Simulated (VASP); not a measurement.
Consider the following.

```yaml
crystal:
  lattice:
    - [3.81459, 0.00000, 0.00000]
    - [0.00000, 3.81459, 0.00000]
    - [0.00000, 0.00000, 3.81459]
  atoms:
    - { symbol: Cs, position: [0.00000, 0.00000, 0.00000] }
    - { symbol: H, position: [0.50000, 0.50000, 0.50000] }
```

The numbers are results of LDA (Ceperley-Alder, Perdew-Zunger), VASP's LDA PAW potentials (set 64) (plane waves; VASP 6.6.1), not measurements. Settings: 300 eV cut-off, 7×7×7 Γ-centred mesh, Gaussian smearing of 0.010 eV, potentials Cs_sv H.

At this cut-off the stress carries a Pulay error, which pulls relaxed volumes low.

Question: Predict the energy per atom (σ→0), pressure.

Answer: 
The energy per atom (σ→0) is -2.450 eV/atom and the pressure is -2.24 GPa.

Only differences to runs with the same potentials and settings are physical.

The structure comes from a computed database's CsH entry (Pm-3m); how it stands against other phases isn't given here. The cell was not relaxed at this level.
